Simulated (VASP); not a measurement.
OSZICAR of a VASP run on ZnS (zinc blende):

OSZICAR:
```
       N       E                     dE             d eps       ncg     rms          rms(c)
DAV:   1     0.892315529227E+02    0.89232E+02   -0.94803E+03   754   0.168E+03
DAV:   2    -0.106338971741E+01   -0.90295E+02   -0.86414E+02   809   0.283E+02
DAV:   3    -0.719928745577E+01   -0.61359E+01   -0.61095E+01   949   0.747E+01
DAV:   4    -0.727451392098E+01   -0.75226E-01   -0.75206E-01   829   0.874E+00
DAV:   5    -0.727567296212E+01   -0.11590E-02   -0.11590E-02   949   0.109E+00    0.705E+00
DAV:   6    -0.686446916352E+01    0.41120E+00   -0.96089E-01  1125   0.368E+01    0.543E+00
DAV:   7    -0.684849647068E+01    0.15973E-01   -0.33978E-01   789   0.575E+00    0.274E+00
DAV:   8    -0.684799043259E+01    0.50604E-03   -0.55330E-03   869   0.738E-01    0.796E-01
DAV:   9    -0.684827027871E+01   -0.27985E-03   -0.11706E-03   842   0.322E-01    0.118E-01
DAV:  10    -0.684841213146E+01   -0.14185E-03   -0.13316E-04   849   0.123E-01    0.549E-02
DAV:  11    -0.684843228684E+01   -0.20155E-04   -0.29628E-05   819   0.686E-02    0.634E-03
DAV:  12    -0.684843329159E+01   -0.10047E-05   -0.28448E-06   863   0.180E-02    0.417E-03
DAV:  13    -0.684843313840E+01    0.15318E-06   -0.25445E-07   477   0.113E-02
   1 F= -.73823652E+01 E0= -.73823652E+01  d E =-.738237E+01
       N       E                     dE             d eps       ncg     rms          rms(c)
DAV:   1    -0.691001117403E+01   -0.61578E-01   -0.91465E-01   899   0.223E+01    0.197E+00
DAV:   2    -0.684694464515E+01    0.63067E-01   -0.23743E-01   899   0.169E+01    0.748E-01
DAV:   3    -0.683977329228E+01    0.71714E-02   -0.92311E-03   856   0.135E+00    0.336E-01
DAV:   4    -0.683803607397E+01    0.17372E-02   -0.14281E-03   884   0.601E-01    0.185E-01
DAV:   5    -0.683777119984E+01    0.26487E-03   -0.27902E-04  1157   0.342E-01    0.495E-02
DAV:   6    -0.683775354641E+01    0.17653E-04   -0.82175E-05   809   0.109E-01    0.148E-02
DAV:   7    -0.683775348108E+01    0.65328E-07   -0.39707E-06   829   0.205E-02
   2 F= -.73839784E+01 E0= -.73839784E+01  d E =-.161322E-02
       N       E                     dE             d eps       ncg     rms          rms(c)
DAV:   1    -0.684675172302E+01   -0.89982E-02   -0.69277E-02   889   0.631E+00    0.531E-01
DAV:   2    -0.684210502139E+01    0.46467E-02   -0.16196E-02   894   0.396E+00    0.206E-01
DAV:   3    -0.684155244112E+01    0.55258E-03   -0.63395E-04   779   0.235E-01    0.933E-02
DAV:   4    -0.684142010723E+01    0.13233E-03   -0.67465E-05   892   0.131E-01    0.458E-02
DAV:   5    -0.684139712581E+01    0.22981E-04   -0.20329E-05  1139   0.959E-02    0.934E-03
DAV:   6    -0.684139683823E+01    0.28758E-06   -0.68660E-06   749   0.346E-02
   3 F= -.73842500E+01 E0= -.73842500E+01  d E =-.188485E-02
```

Problem. Which electronic solver shows in the log?

Solution. It is blocked Davidson (ALGO = Normal, or the opening steps of other solvers). The INCAR had ALGO = Normal.

Problem. Can the final energy be trusted as converged?

Solution. The run converged. It stopped with EDIFF = 1E-6, NELM = 100, NSW = 60 and EDIFFG = -0.01 after 3 ionic steps (PBE GGA with D3 dispersion (zero damping), plane waves, VASP's PBE PAW potentials (set 64)).

The compound is ZnS in the zinc blende structure. This run relaxes it. Symmetry was kept, so distortions that lower it aren't found.
